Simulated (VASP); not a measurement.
Wanted: the native input for a VASP 6.6.1 run.

```yaml
Task: relaxation of cell and atoms
Functional: PBE
Potentials_or_basis: VASP PAW PBE potentials, release 64 (Ga_d, N)
Cutoff: 520 eV
k_mesh: 16 × 16 × 16
Occupations: gaussian, width 0.02 eV
Spin: no spin polarisation
Further_INCAR_settings: ALGO = Normal; EDIFF = 1e-07; IBRION = 2; EDIFFG = -0.002; NSW = 80; ISIF = 3
```

The structure of GaN lies in POSCAR:

```
GaN
1.0
    0.0000000000      2.2535006100      2.2535006100
    2.2535006100      0.0000000000      2.2535006100
    2.2535006100      2.2535006100      0.0000000000
Ga N
1 1
Direct
    0.0000000000      0.0000000000      0.0000000000
    0.7500000000      0.7500000000      0.7500000000
```

The cell is a database's computed one.

These files were run (other wordings do the same):

INCAR

```
SYSTEM = GaN
  PREC = Accurate
  ENCUT = 520
  EDIFF = 1E-7
  ISMEAR = 0
  SIGMA = 0.02
  LREAL = .False.
  LASPH = .True.
  NELM = 80
  ALGO = Normal
  ISIF = 3
  LWAVE = .False.
  LCHARG = .False.
  GGA = PE
  IBRION = 2
  NSW = 80
  EDIFFG = -0.002
```

KPOINTS

```
regular mesh
0
Gamma
  16 16 16
  0 0 0
```

Potentials or basis: VASP PAW PBE potentials, release 64 (Ga_d, N).

Launch:

```console
$ cat potpaw_PBE.64/Ga_d/POTCAR potpaw_PBE.64/N/POTCAR > POTCAR
$ mpirun -np 1 vasp_std > vasp.out
```

It gave:

```yaml
Relaxed_volume: 11.77 Å³/atom
Relaxed_cell: a = 3.217 Å, b = 3.217 Å, c = 3.217 Å, α = 60.00°, β = 60.00°, γ = 60.00°
Space_group_after_relaxing_to_0.05_Å: F-43m (No. 216)
Energy_gained_by_relaxing: 5.0 meV/atom
Ionic_steps: 3
Pressure_after_relaxing: 0.0 GPa
Band_gap_on_the_k_mesh: 1.54 eV, direct
```

It took 72 s on 1 thread of Intel(R) Xeon(R) Platinum 8259CL CPU @ 2.50GHz (Skylake/Cascade Lake), on a shared host, peak memory 0.18 GiB.
